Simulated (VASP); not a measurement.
# YP: single point with PBE

YP, a sheet with vacuum:

```
Y P
1.0
     4.63365    0.00000    0.00000
     0.00000    4.63365    0.00000
     0.00000    0.00000   15.00000
Y P
1 1
Direct
  0.50000 0.50000 0.50016
  0.00000 0.00000 0.49984
```

The cell was built by a generator and needn't be a form met in nature.

```
Program             : VASP 6.6.1
Task                : single point
Functional          : PBE
Potentials or basis : VASP PAW PBE potentials, release 64 (Y_sv, P)
Cutoff              : 520 eV
k mesh              : 4 × 4 × 1
Occupations         : gaussian, width 0.1 eV
Spin                : no spin polarisation
```

| Item | Value |
| --- | --- |
| Largest force | 0.010 eV/Å |
| Band gap on the k mesh | 0.27 eV, indirect (least direct gap 0.56 eV) |

Forces in eV/Å, atoms in the order of the input:
```
Y    0.000  0.000 -0.010
P    0.000  0.000  0.010
```

Levels at points of the mesh, in eV from the valence-band top:
```
           k point  band 6  band 7  band 8  band 9  band 10  band 11
(0.00, 0.00, 0.00)   -0.83   -0.30   -0.30    0.27     0.31     1.26
(0.50, 0.00, 0.00)   -2.67   -1.36   -0.91    0.78     1.38     1.97
(0.50, 0.50, 0.00)   -1.50   -1.50    0.00    0.65     0.65     0.90
```

Run time: 31 s on 1 thread of Intel(R) Xeon(R) 6975P-C (Granite Rapids), on a shared host, peak memory 0.37 GiB.

A hybrid or GW would open this gap; PBE tends to underestimate it.
